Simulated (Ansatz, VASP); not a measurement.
# Bi (Bismuth) in two plane-wave programs, part 2 of 2

One calculation is typed for both programs; each brings its own data sets. How far apart do they land? The structure shown is the start of the Ansatz relaxation below; VASP solves that cell, so the two are compared at the walk's first step.

VASP 6.6.1 and Ansatz 0.2.0.

So far. Step 3 (VASP: single point, LDA, start cell, pair 1): The run ends at a pressure of -0.45 GPa, with forces up to 0.038 eV/Å.

### Step 7. VASP: single point, LDA, start cell, pair 2

Level of this step: LDA; plane waves and PAW (Bi_d) (VASP).

The same cell, functional (in two slightly different forms), mesh and smearing now go to VASP, with its own data sets.

INCAR reads:

```
SYSTEM = Bi
PREC = Accurate
ENCUT = 400
EDIFF = 1E-06
NELM = 120
ISMEAR = 1
SIGMA = 0.2
LREAL = .FALSE.
ALGO = Normal
GGA = CA
NBANDS = 21
LORBIT = 11
LWAVE = .FALSE.
LCHARG = .FALSE.
ISIF = 2
LASPH = .TRUE.
GGA_COMPAT = .FALSE.
KPAR = 2
```

POSCAR reads:

```
Bi
1.0
    2.2411790000      1.2939450000      3.9102290000
   -2.2411790000      1.2939450000      3.9102290000
    0.0000000000     -2.5878910000      3.9102290000
Bi
2
Direct
    0.2367171128      0.2367171128      0.2367170213
    0.7632828455      0.7632828455      0.7632825506
```

KPOINTS reads:

```
Automatic mesh
0
Gamma
12 12 12
0 0 0
```

Potentials, in the order of the species: Bi_d (LDA family, release 64).

Started as:

```sh
mpirun -np 2 vasp_std
```

Numbers of over 12 decimals in the logs are rounded to 6 here.

Log:

```text
[... set-up lines as in an earlier step ...]
 entering main loop
       N       E                     dE             d eps       ncg     rms          rms(c)
DAV:   1     0.282563147624E+03    0.28256E+03   -0.14417E+04  7956   0.147E+03
DAV:   2     0.141618843147E+02   -0.26840E+03   -0.26270E+03  8068   0.405E+02
DAV:   3    -0.837236970228E+01   -0.22534E+02   -0.22260E+02  9498   0.139E+02
DAV:   4    -0.911268515577E+01   -0.74032E+00   -0.73985E+00  9576   0.281E+01
[...]
DAV:   8    -0.912174789478E+01    0.60296E-04   -0.12671E-03  9073   0.428E-01    0.185E-02
DAV:   9    -0.912175513081E+01   -0.72360E-05   -0.55255E-05 11970   0.559E-02    0.822E-03
DAV:  10    -0.912175470750E+01    0.42331E-06   -0.28046E-06  7731   0.158E-02
   1 F= -.91217547E+01 E0= -.91222553E+01  d E =0.150186E-02
```

From OUTCAR (step 7):

```text
  Total       -0.1468683     -0.1468683     -0.4152598      0.0000000      0.0000000      0.0000000
  in kB       -3.4585393     -3.4585395     -9.7787764      0.0000000      0.0000008      0.0000000
  external PRESSURE =      -5.5652851 kB  Pullay stress =       0.0000000 kB

 POSITION                                       TOTAL-FORCE (eV/Angst)
 -----------------------------------------------------------------------------------
      0.00000      0.00000      2.77685         0.000000      0.000000     -0.038831
      0.00000     -0.00000      8.95383         0.000000     -0.000000      0.038831
 -----------------------------------------------------------------------------------
    total drift:                                0.000000     -0.000973      0.001956

  FREE ENERGIE OF THE ION-ELECTRON SYSTEM (eV)
  ---------------------------------------------------
  free  energy   TOTEN  =        -9.1217547075 eV

  energy  without entropy=       -9.1232565656  energy(sigma->0) =       -9.12225533

[... 1 part as in an earlier step ...]

[... 2 further parts left out ...]
[key lines of the parts left out:]
E-fermi :   6.4834
```

The run ends at a pressure of -0.56 GPa, with forces up to 0.039 eV/Å.

### Step 8. Comparison

Forces (eV/Å; atoms numbered as in POSCAR):

```csv
atom,"Ansatz x, y, z","VASP x, y, z"
Bi1,"0.000, 0.000, -0.058","0.000, 0.000, -0.039"
Bi2,"0.000, 0.000, 0.058","0.000, 0.000, 0.039"
```

The forces differ by 11 meV/Å r.m.s., which is 48.9 % of the r.m.s. force of 0.022 eV/Å (both taken over all components).

### Step 9. Other set-ups

Further runs change the set-up of one program: Ansatz's method, potentials or start, or VASP's data sets, cutoff or form of LDA. The table gives that difference for each run.

```csv
run,r.m.s. force difference (meV/Å)
as above,11
VASP with a cutoff of 500 eV (perhaps on Ansatz's relaxed cell),11
```

### Step 10. Ansatz: relaxation, LDA

The two programs are compared at the cell with which this relaxation starts, whose forces are those of its first step. The cell compared in this pair holds 68.37 Å³, against 68.04 Å³ for the pair before.

The structure compared here is the start of the Ansatz relaxation; VASP solves that cell, so the two are compared at the walk's first step.

input.yaml reads:

```yaml
crystal:
  lattice:
    - [2.2356605461, 1.2907592181, 3.9485641]
    - [-2.2356605461, 1.2907592181, 3.9485641]
    - [0.0, -2.5815184362, 3.9485641]
  atoms:
    - { symbol: Bi, position: [0.2362627685, 0.2362627681, 0.2362627685] }
    - { symbol: Bi, position: [0.7637372315, 0.7637372319, 0.7637372315] }
  conventional_axes: [[1, -1, 0], [0, 1, -1], [1, 1, 1]]
kpoints:
  mp_grid: { grid: [12, 12, 12] }
hamiltonian:
  xc: lda
  pseudopotentials: { kind: paw, azcp: { folder: soft_1 }, xc_functional: pbe }
scf:
  occupations: { method: methfessel_paxton, width: 0.2 }
output:
  forces: true
  stress: true
  eigenvalues: true
relax:
  adjacent_minimum: "off"
  f_tol: 0.001
  max_steps: 60
  cell: { stress_tol: 0.01, fix: [c, angles] }
```

Started as:

```sh
ansatz run input.yaml --threads 4 --pin off --max-ram 10240MiB --backend cpu --events-out ev --progress --plain --runs-dir out
```

Log:

```text
[...]
Crystal: 2 atoms, lattice volume = 68.366 Å³
Basis set: ecut = 420 eV, 1321 PW (Γ)
Bands: 19, of which v1, the nominal top of the filled ones, is band 15 counted from 1 (14 counted from 0)
Symmetry: 4 space group operations
k-points: 476 of 1728
[...]
k-point 475: bands = [... 11 lower, -0.3073, 9.1522, 9.4283, 9.4283, 10.5881, 10.5881, 10.6671, 16.9962]
--- Relaxed structure (4 steps of the walk, 4 accepted, 1 SCFs on fresh bases) ---
[...]
cell:  # Å, volume = 68.0407 Å³
    - [2.230331, 1.287682, 3.9485641]
    - [-2.230331, 1.287682, 3.9485641]
    - [2.7453927911846774e-19, -2.575365, 3.9485641]
  atoms:
    - { symbol: Bi, position: [0.235804, 0.235804, 0.235804] }
    - { symbol: Bi, position: [0.764196, 0.764196, 0.764196] }
[key lines of the parts left out:]
SCF converged after 5 iterations
Free energy (F): -24175.680011 eV
Fermi energy:    9.913413 eV
P = ⅓ Tr σ = -0.3144 GPa (-3.144 kbar)
```

### Step 11. VASP: single point, LDA, start cell, pair 3

The same cell, functional (in two slightly different forms), mesh and smearing now go to VASP, with its own data sets.

INCAR is that of step 7.

POSCAR reads:

```
Bi
1.0
    2.2356610000      1.2907590000      3.9485640000
   -2.2356610000      1.2907590000      3.9485640000
    0.0000000000     -2.5815180000      3.9485640000
Bi
2
Direct
    0.2362627696      0.2362627696      0.2362627696
    0.7637372304      0.7637372304      0.7637372304
```

KPOINTS is that of step 7.

Started as:

```sh
mpirun -np 2 vasp_std
```

Log:

```text
[... set-up lines as in an earlier step ...]
 entering main loop
       N       E                     dE             d eps       ncg     rms          rms(c)
DAV:   1     0.282466931501E+03    0.28247E+03   -0.14440E+04  7969   0.148E+03
DAV:   2     0.141197146651E+02   -0.26835E+03   -0.26278E+03  8143   0.404E+02
DAV:   3    -0.837062465365E+01   -0.22490E+02   -0.22235E+02  9399   0.139E+02
DAV:   4    -0.911040138308E+01   -0.73978E+00   -0.73940E+00  9635   0.282E+01
[...]
DAV:   8    -0.911842756312E+01    0.50010E-04   -0.13626E-03  9083   0.442E-01    0.185E-02
DAV:   9    -0.911843524070E+01   -0.76776E-05   -0.61285E-05 11948   0.588E-02    0.902E-03
DAV:  10    -0.911843477380E+01    0.46691E-06   -0.30874E-06  7725   0.144E-02
   1 F= -.91184348E+01 E0= -.91189010E+01  d E =0.139877E-02
```

OUTCAR, selected parts (step 11):

```text
  Total       -0.1447031     -0.1447030     -0.5430944      0.0000000      0.0000000      0.0000000
  in kB       -3.3911502     -3.3911476    -12.7275376      0.0000000      0.0000000      0.0000000
  external PRESSURE =      -6.5032785 kB  Pullay stress =       0.0000000 kB

 POSITION                                       TOTAL-FORCE (eV/Angst)
 -----------------------------------------------------------------------------------
      0.00000      0.00000      2.79870         0.000000      0.000000     -0.040050
      0.00000      0.00000      9.04700         0.000000     -0.000000      0.040050
 -----------------------------------------------------------------------------------
    total drift:                                0.000000      0.000000     -0.000000

  FREE ENERGIE OF THE ION-ELECTRON SYSTEM (eV)
  ---------------------------------------------------
  free  energy   TOTEN  =        -9.1184347738 eV

  energy  without entropy=       -9.1198335479  energy(sigma->0) =       -9.11890103

[... 1 part as in an earlier step ...]

[... 2 further parts left out ...]
[key lines of the parts left out:]
E-fermi :   6.4360
```

The run ends at a pressure of -0.65 GPa, with forces up to 0.040 eV/Å.

### Step 12. Differences

Forces (eV/Å; atoms numbered as in POSCAR):

```csv
atom,"Ansatz x, y, z","VASP x, y, z"
Bi1,"0.000, 0.000, -0.060","0.000, 0.000, -0.040"
Bi2,"0.000, 0.000, 0.060","0.000, 0.000, 0.040"
```

The forces differ by 11 meV/Å r.m.s., which is 49.7 % of the r.m.s. force of 0.023 eV/Å (both taken over all components).

### Step 13. Summary of results

```yaml
r_m_s_force_difference_single_point_lda_start_cell_pair_1: 10 meV/Å
r_m_s_force_difference_single_point_lda_start_cell_pair_2: 11 meV/Å
r_m_s_force_difference_single_point_lda_start_cell_pair_3: 11 meV/Å
```

In words: The r.m.s. force difference is 11 meV/Å (single point, LDA, start cell, pair 3), at about the 12 meV/Å picked in this series as the mark of a large difference. Such differences can come from data sets, numerical settings and the points named under the comparisons, not from the functional's error against experiment.

[Lines on the potential files, build, host, timing and source positions are cut from VASP's logs without a mark.]

[Logs are printed without paths, hosts, clocks, repeated set-up lines and the standing remarks that a program may print on its own settings, such as how far it seeks lower states.]

[Hosts, paths, dates, database ids (printed as entryN), source tags and the programs' standing remarks are cut or masked in the printed files.]

[Rows of further runs with another cutoff or data set may stand on the cell that Ansatz relaxed, not on the start cell of the pair above them.]
